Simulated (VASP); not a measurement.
Be2CdS3, 12 atoms in the cell. Symmetry: Cmc2_1, No. 36, orthorhombic system. The conventional cell has a = 11.047 Å, b = 6.387 Å, c = 5.976 Å, α = 90.00°, β = 90.00°, γ = 90.00°. Be (site symmetry 1) has 4 S at 2.12 to 2.14 Å as nearest neighbours. Cd (site symmetry m) has 4 S at 2.55 to 2.57 Å as nearest neighbours. S (site symmetry 1) has 3 Be at 2.12 to 2.14 Å as nearest neighbours. S (site symmetry m) is surrounded by 2 Be at 2.13 Å. The cell was built by a generator and needn't be a form met in nature.

| Item | Value |
| --- | --- |
| Program | VASP 6.6.1 |
| Task | single point |
| Functional | r2SCAN |
| Potentials or basis | VASP PAW PBE potentials, release 64 (Be, Cd, S) |
| Cutoff | 520 eV |
| k mesh | 6 × 6 × 4 |
| Occupations | gaussian, width 0.03 eV |
| Spin | no spin polarisation |
| Further INCAR settings | ALGO = Normal; EDIFF = 1e-06; NBANDS = 46 |

Potentials or basis: VASP PAW PBE potentials, release 64 (Be, Cd, S).

Run with:

```sh
$ cat potpaw_PBE.64/Be/POTCAR potpaw_PBE.64/Cd/POTCAR potpaw_PBE.64/S/POTCAR > POTCAR
$ mpirun -np 4 vasp_std > vasp.out
```

Hardware: 4 MPI ranks on Intel(R) Xeon(R) Platinum 8488C (Sapphire Rapids), on a shared host.

How long does it take, and how much memory?

Wall time 5.6 min on 4 MPI ranks on Intel(R) Xeon(R) Platinum 8488C (Sapphire Rapids) (shared host), peak memory 0.55 GiB a rank. Counts: scf iterations 21, k points 39.
